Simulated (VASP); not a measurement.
Input:

```yaml
crystal:
  lattice:
    - [1.58610, -2.74721, 0.00000]
    - [1.58610, 2.74721, 0.00000]
    - [0.00000, 0.00000, 5.07960]
  atoms:
    - { symbol: Al, position: [0.66667, 0.33333, 0.50000] }
    - { symbol: Al, position: [0.33333, 0.66667, 0.00000] }
    - { symbol: N, position: [0.66667, 0.33333, 0.88200] }
    - { symbol: N, position: [0.33333, 0.66667, 0.38200] }
```

These are PBE GGA, VASP's PBE PAW potentials (set 64) (plane waves; VASP 6.6.1) values and carry that method's errors. Numerical set-up: 520 eV cut-off, 7×7×4 Γ-centred mesh, first-order Methfessel-Paxton smearing of 0.010 eV, potentials Al N.

### Question
Estimate the energy per atom (σ→0), pressure.

### Answer

The energy per atom (σ→0) is -7.435 eV/atom. The pressure is -7.23 GPa.

Total energies compare only between runs with the same potentials, cut-off and functional.

The compound is AlN in the wurtzite structure. The cell was not relaxed at this level. The run is one of a series of settings (ISMEAR = 1, SIGMA = 0.01 against the base run), some of them coarse on purpose.
